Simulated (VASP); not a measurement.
# Lattice vibrations of Tc

How does the lattice of Tc vibrate? The start is a computed cell from the Materials Project.

Calculated with VASP 6.6.1; PBE; plane waves and PAW (Tc).

### Step 1. The starting structure

Symmetry: P6_3/mmc, No. 194, hexagonal system. The conventional cell has a = 2.739 Å, b = 2.739 Å, c = 8.770 Å, α = 90.00°, β = 90.00°, γ = 120.00°. Tc has 12 Tc at 2.70 to 2.74 Å nearest. Tc has 12 Tc at 2.70 to 2.74 Å nearest.

As a file:

```
Tc
1.0
     2.73936    0.00000    0.00000
    -1.36968    2.37235    0.00000
     0.00000    0.00000    8.76968
Tc
4
Direct
  0.66667 0.33333 0.75000
  0.00000 0.00000 0.50000
  0.33333 0.66667 0.25000
  0.00000 0.00000 0.00000
```

### Step 2. Relax the host

Cell and atoms are relaxed first, so that later runs start from this functional's own cell.

INCAR

```
SYSTEM = Tc
PREC = Accurate
ENCUT = 350
EDIFF = 1E-06
NELM = 120
ISMEAR = 1
SIGMA = 0.15
LREAL = .FALSE.
ALGO = Normal
GGA = PE
NBANDS = 20
LASPH = .TRUE.
LORBIT = 11
LWAVE = .FALSE.
LCHARG = .FALSE.
KPAR = 4
IBRION = 2
NSW = 40
ISIF = 3
EDIFFG = -0.02
POTIM = 0.4
```

POSCAR

```
Tc
1.0
    2.7393552909      0.0000000000      0.0000000000
   -1.3696776454      2.3723512719      0.0000000000
    0.0000000000      0.0000000000      8.7696844400
Tc
4
Direct
    0.6666666667      0.3333333333      0.7500000000
    0.0000000000      0.0000000000      0.5000000000
    0.3333333333      0.6666666667      0.2500000000
    0.0000000000      0.0000000000      0.0000000000
```

KPOINTS

```
Automatic mesh
0
Gamma
10 10 3
0 0 0
```

Potentials, in the order of the species: Tc (PBE family, release 64).

On the command line:

```sh
$ mpirun -np 4 vasp_std
```

Output:

```text
[banner, memory and clock lines left out]
running    4 mpi-ranks, on    1 nodes
 distrk:  each k-point on    1 cores,    4 groups
 distr:  one band on    1 cores,    1 groups

 POSCAR found type information on POSCAR Tc
 POSCAR found :  1 types and       4 ions
 LDA part: xc-table for (Slater+PW92), standard interpolation
 POSCAR, INCAR and KPOINTS ok, starting setup
 FFT: planning ... GRIDC
 FFT: planning ... GRID_SOFT
 FFT: planning ... GRID
 WAVECAR not read
 entering main loop
       N       E                     dE             d eps       ncg     rms          rms(c)
DAV:   1     0.794977260126E+02    0.79498E+02   -0.99646E+03  1160   0.892E+02
DAV:   2    -0.378810638133E+02   -0.11738E+03   -0.10993E+03  1248   0.206E+02
DAV:   3    -0.442236730267E+02   -0.63426E+01   -0.59063E+01  1648   0.391E+01
DAV:   4    -0.443701546253E+02   -0.14648E+00   -0.14419E+00  1352   0.581E+00
DAV:   5    -0.443735582842E+02   -0.34037E-02   -0.33771E-02  1412   0.886E-01    0.328E+01
DAV:   6    -0.420144147690E+02    0.23591E+01   -0.39353E+00  1204   0.135E+01    0.112E+01
DAV:   7    -0.415324584494E+02    0.48196E+00   -0.16015E+00  1388   0.786E+00    0.148E+00
DAV:   8    -0.415002197375E+02    0.32239E-01   -0.18586E-01  1488   0.252E+00    0.564E-01
DAV:   9    -0.414747750814E+02    0.25445E-01   -0.15222E-02  1500   0.664E-01    0.179E-01
DAV:  10    -0.414726892178E+02    0.20859E-02   -0.16896E-03  1304   0.214E-01    0.462E-02
DAV:  11    -0.414727488796E+02   -0.59662E-04   -0.12590E-04  1652   0.606E-02    0.175E-02
DAV:  12    -0.414727348623E+02    0.14017E-04   -0.25987E-06   952   0.107E-02    0.782E-03
DAV:  13    -0.414727317731E+02    0.30891E-05   -0.46105E-07   684   0.433E-03    0.912E-04
DAV:  14    -0.414727319014E+02   -0.12826E-06   -0.14535E-07   624   0.200E-03
   1 F= -.41472732E+02 E0= -.41472394E+02  d E =-.414727E+02
 curvature:   0.00 expect dE= 0.000E+00 dE for cont linesearch  0.000E+00
 trial: gam= 0.00000 g(F)=  0.383E-48 g(S)=  0.554E-02 ort = 0.000E+00 (trialstep = 0.100E+01)
 search vector abs. value=  0.554E-02
 bond charge predicted
       N       E                     dE             d eps       ncg     rms          rms(c)
DAV:   1    -0.414818703778E+02   -0.91386E-02   -0.48561E-01  1120   0.525E+00    0.129E+00
DAV:   2    -0.414730906574E+02    0.87797E-02   -0.14638E-02  1212   0.868E-01    0.371E-01
DAV:   3    -0.414714552402E+02    0.16354E-02   -0.54087E-03  1344   0.437E-01    0.960E-02
DAV:   4    -0.414714502038E+02    0.50364E-05   -0.90804E-04  1480   0.168E-01    0.776E-02
DAV:   5    -0.414713824120E+02    0.67792E-04   -0.31733E-04  1508   0.974E-02    0.923E-03
DAV:   6    -0.414713819738E+02    0.43814E-06   -0.25528E-05  1380   0.254E-02    0.386E-03
DAV:   7    -0.414713828751E+02   -0.90129E-06   -0.11620E-06   652   0.641E-03
   2 F= -.41471383E+02 E0= -.41471201E+02  d E =0.134903E-02
[...]
3 F= -.41473818E+02 E0= -.41473527E+02  d E =-.108656E-02
 curvature:  -0.20 expect dE=-0.186E-03 dE for cont linesearch -0.297E-06
 trial: gam= 0.14824 g(F)=  0.156E-47 g(S)=  0.911E-03 ort = 0.898E-04 (trialstep = 0.879E+00)
 search vector abs. value=  0.106E-02
 bond charge predicted
       N       E                     dE             d eps       ncg     rms          rms(c)
DAV:   1    -0.414751059283E+02   -0.12881E-02   -0.63060E-02  1120   0.167E+00    0.211E-01
DAV:   2    -0.414743435281E+02    0.76240E-03   -0.97995E-04  1452   0.201E-01    0.805E-02
DAV:   3    -0.414741869996E+02    0.15653E-03   -0.55464E-04  1488   0.133E-01    0.511E-02
DAV:   4    -0.414741554335E+02    0.31566E-04   -0.19511E-04  1468   0.791E-02    0.201E-02
DAV:   5    -0.414741538583E+02    0.15752E-05   -0.10591E-05  1352   0.207E-02    0.426E-03
DAV:   6    -0.414741538716E+02   -0.13277E-07   -0.67384E-07   628   0.511E-03
   4 F= -.41474154E+02 E0= -.41473965E+02  d E =-.335408E-03
 trial-energy change:   -0.000335  1 .order   -0.000322   -0.000813    0.000170
 step:   0.7376(harm=  0.7276)  dis= 0.00000  next Energy=   -41.474167 (dE=-0.349E-03)
 reached required accuracy - stopping structural energy minimisation
```

Elapsed: 22 s, on 4 MPI ranks of Intel Xeon Platinum 8259CL at 2.50GHz (Skylake/Cascade Lake), shared host; peak memory 0.58 GiB; 83 s of CPU time.

Lines that name or quote the potential files are left out of all logs, and their timing lines are given in words.

From OUTCAR (step 2):

```text
ion  position               nearest neighbor table
   1  0.667  0.333  0.750-   2 2.70   4 2.70   2 2.70   4 2.70   2 2.70   4 2.70
   2  0.000  0.000  0.500-   1 2.70   3 2.70   3 2.70   1 2.70   1 2.70   3 2.70
   3  0.333  0.667  0.250-   2 2.70   4 2.70   2 2.70   4 2.70   2 2.70   4 2.70
   4  0.000  0.000  0.000-   1 2.70   3 2.70   3 2.70   1 2.70   1 2.70   3 2.70

  LATTYP: Found a hexagonal cell.
 ALAT       =     2.7393552909
 C/A-ratio  =     3.2013680259

 Subroutine GETGRP returns: Found 24 space group operations
 (whereof 12 operations were pure point group operations)

The static configuration has the point symmetry D_3d.
 The point group associated with its full space group is D_6h.

 Found     28 irreducible k-points:

   k-points           NKPTS =     28   k-points in BZ     NKDIM =     28   number of bands    NBANDS=     20

   dimension x,y,z NGX =    18 NGY =   18 NGZ =   54
   dimension x,y,z NGXF=    36 NGYF=   36 NGZF=  108

   ENCUT  =  350.0 eV  25.72 Ry    5.07 a.u.   4.18  4.18 13.38*2*pi/ulx,y,z

   NELECT =      28.0000    total number of electrons

 k-points in reciprocal lattice and weights: Automatic mesh
   0.00000000  0.00000000  0.00000000       0.003
   0.10000000 -0.00000000  0.00000000       0.020
   0.20000000 -0.00000000  0.00000000       0.020
   0.30000000 -0.00000000  0.00000000       0.020
   0.40000000 -0.00000000  0.00000000       0.020
   0.50000000  0.00000000  0.00000000       0.010
   0.10000000  0.10000000  0.00000000       0.020
   0.20000000  0.10000000  0.00000000       0.040
   0.30000000  0.10000000  0.00000000       0.040
[...]
0.40000000  0.20000000  0.33333333       0.040
   0.30000000  0.30000000  0.33333333       0.040

 average (electrostatic) potential at core
       1 -64.6903       2 -64.6285       3 -64.6903       4 -64.6285

 E-fermi :  13.2093

 k-point     1 :       0.0000    0.0000    0.0000
  band No.  band energies     occupation
    ...
     11      11.6559      2.00000
     12      11.9776      2.00000
     13      11.9776      2.00000
     14      12.0960      2.00000
     15      12.0960      2.00000
     16      13.5177     -0.01328
     17      13.5177     -0.01328
     18      14.2211     -0.00000
     19      14.2211     -0.00000
     20      14.7841     -0.00000

 k-point     2 :       0.1000   -0.0000    0.0000
  band No.  band energies     occupation
    ...
     13      12.2880      2.00000
     14      12.2883      2.00000
     15      12.3787      2.00000
     16      12.8853      2.00924
     17      13.1801      1.32219
     18      13.6544     -0.00022
     19      14.3853     -0.00000
     20      14.7683     -0.00000

 k-point     3 :       0.2000   -0.0000    0.0000
  band No.  band energies     occupation
    ...
     14      12.8550      2.00420
     15      12.8692      2.00615
     16      12.9385      2.02847
     17      13.1421      1.68023
     18      13.2061      1.03543
     19      14.5589     -0.00000
     20      14.9644     -0.00000

  Total        0.0512101      0.0512101     -0.0079160      0.0000000      0.0000000     -0.0000000
  in kB        1.4355841      1.4355841     -0.2219109      0.0000000      0.0000000     -0.0000000
  external PRESSURE =       0.8830857 kB  Pullay stress =       0.0000000 kB

  energy-cutoff  :      350.00
  volume of cell :       57.15
      direct lattice vectors                 reciprocal lattice vectors
     2.736962222 -0.000000000  0.000000000     0.365368580  0.210945648 -0.000000000
    -1.368481111  2.370278813 -0.000000000     0.000000000  0.421891296 -0.000000000
     0.000000000  0.000000000  8.809867974    -0.000000000  0.000000000  0.113509079

 POSITION                                       TOTAL-FORCE (eV/Angst)
 -----------------------------------------------------------------------------------
      1.36848      0.79009      6.60740         0.000000      0.000000     -0.000000
      2.73696     -0.00000      4.40493         0.000000      0.000000      0.000000
     -0.00000      1.58019      2.20247        -0.000000     -0.000000      0.000000
      1.36848      2.37028      8.80987         0.000000     -0.000000      0.000000
 -----------------------------------------------------------------------------------
    total drift:                                0.000000     -0.000000      0.000000

  FREE ENERGIE OF THE ION-ELECTRON SYSTEM (eV)
  ---------------------------------------------------
  free  energy   TOTEN  =       -41.4741538716 eV

  energy  without entropy=      -41.4735873443  energy(sigma->0) =      -41.47396503

 reached required accuracy - stopping structural energy minimisation

 total charge
# of ion       s       p       d       tot
------------------------------------------
    1        0.587   0.719   5.421   6.727
    2        0.586   0.726   5.446   6.758
    3        0.587   0.719   5.421   6.727
    4        0.586   0.726   5.446   6.758
--------------------------------------------------
tot          2.346   2.891  21.734  26.971

[... 3 further parts left out ...]
```

CONTCAR:

```
Tc
   1.00000000000000
     2.7369622219835259   -0.0000000000000506    0.0000000000000000
    -1.3684811109418502    2.3702788134253798   -0.0000000000000000
     0.0000000000000000    0.0000000000000000    8.8098679739230050
  Tc
     4
Direct
     0.6666666667000030    0.3333333332999970    0.7500000000000000
     1.0000000000000000    0.0000000000000000    0.5000000000000000
     0.3333333332999970    0.6666666667000030    0.2500000000000000
     1.0000000000000000    1.0000000000000000    1.0000000000000000
```

The k-mesh is coarse for a metal. The data set Tc keeps the semicore shell frozen, which is cheaper and a little less accurate. The run keeps the 24 symmetry operations of its start, so it cannot find a distortion of lower symmetry.

The steps of the relaxation:

```
step  energy less that of the first step (eV)  largest force (eV/Å)  pressure (GPa)  volume (Å³)
   1                                   0.0000                0.0000            0.99        56.99
   2                                   0.0013                0.0000           -2.14        57.57
   3                                  -0.0011                0.0000           -0.28        57.22
   4                                  -0.0014                0.0000            0.09        57.15
```

```csv
"conventional cell, symmetrised",before,after,change
a (Å),2.739,2.737,-0.1 %
b (Å),2.739,2.737,-0.1 %
c (Å),8.770,8.810,+0.5 %
volume (Å³/atom),14.25,14.29,+0.3 %
```

Final coordinates:

```xyz
4
Lattice="2.7370 0.0000 0.0000 -1.3685 2.3703 0.0000 0.0000 0.0000 8.8099" Properties=species:S:1:pos:R:3 pbc="T T T"
Tc    1.3685    0.7901    6.6074
Tc    0.0000    0.0000    4.4049
Tc    0.0000    1.5802    2.2025
Tc    0.0000    0.0000    0.0000
```

Numbers from this step:

- electronic cycles: 34
- electrons: 28
- free energy (TOTEN): -41.47 eV
- energy at zero smearing: -41.47 eV
- Fermi energy: 13.21 eV
- pressure: 0.08831 GPa
- labelled metallic, from the levels on this mesh: yes

The run ended after 4 ionic steps, 0.001 eV below its first step, once forces and stress met EDIFFG = -0.02.

(Part 1 of 2 ends here.)

[Lines on the potential files, build, host, timing and source positions are cut from VASP's logs without a mark.]

[Logs are printed without paths, hosts, clocks, repeated set-up lines and the standing remarks that a program may print on its own settings, such as how far it seeks lower states.]

[Hosts, paths, dates, database ids (printed as entryN), source tags and the programs' standing remarks are cut or masked in the printed files.]

[Runs that stopped without an error message from VASP are left out.]
